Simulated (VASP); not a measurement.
## GeSn (relaxed from the CsCl type structure, space group Pm-3m): computed properties

All values below come from PBEsol GGA, VASP's PBE PAW potentials (set 64) (plane waves; VASP).

For GeSn, the space group is Pm-3m (221) and the cell comes out as a = b = c = 3.5334 Å, α = β = γ = 90.00°. The volume per atom is 22.06 Å³/atom, the band gap (over mesh and band path) comes out as none (metal, semimetal or under 0.01 eV) and the density is 7.20 g/cm³.

```
SnGe
1.0
    3.53344     0.00000     0.00000
    0.00000     3.53344     0.00000
    0.00000     0.00000     3.53344
Ge Sn
1 1
Cartesian
  0.00000   0.00000   0.00000
  1.76672   1.76672   1.76672
```

Unless said otherwise, spin-orbit coupling is left out, though it shifts the bands of the heavy elements here.

The structure was generated: GeSn was put into the CsCl type type (Pm-3m), which need not be its known phase. It was relaxed first, which changed the volume by +16 %. Symmetry was kept, so distortions that lower it aren't found.
